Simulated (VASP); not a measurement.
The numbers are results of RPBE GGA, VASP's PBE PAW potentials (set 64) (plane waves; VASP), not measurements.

Input for VASP

File POSCAR:
```
CuI
1
    0.0000000000     3.0976217014     3.0976217014
    3.0976217014     0.0000000000     3.0976217014
    3.0976217014     3.0976217014     0.0000000000
Cu I
1 1
Direct
  0.0000000000   0.0000000000   0.0000000000
  0.2500000000   0.2500000000   0.2500000000
```

### INCAR
```
LCHARG  =  T
ENCUT  =  520   ! plane-wave cut-off (eV)
LWAVE  =  F
ISMEAR  =  -5   ! tetrahedra, Bloechl
ALGO  =  Normal   ! blocked Davidson
ISIF  =  2   ! forces and stress, cell fixed
LMAXMIX  =  4   ! l cut-off of mixed one-centre charges
LASPH  =  T   ! aspherical one-centre terms
NELM  =  100   ! most electronic steps
EDIFF  =  1E-7   ! SCF stop (eV)
LORBIT  =  11   ! lm-projected
SYSTEM  =  CuI
PREC  =  Accurate
GGA  =  RP
LREAL  =  F
NEDOS  =  601
```

File KPOINTS:
```
Automatic mesh
0
gamma
8 8 8
```

POTCAR, in this order: Cu I (PBE.64 set). Program: vasp_std.

### Question
What will the output report for the number of irreducible k-points (NKPTS), largest plane-wave count, number of space-group operations, FFT grid (NGX, NGY, NGZ)?

### Answer

```json
{
  "number of irreducible k-points (NKPTS)": "29",
  "largest_plane_wave_count": "1639",
  "number_of_space_group_operations": "24",
  "FFT grid (NGX, NGY, NGZ)": "36 × 36 × 36"
}
```

The compound is CuI in the zinc blende structure. It was relaxed first, which changed the volume by +7 %.
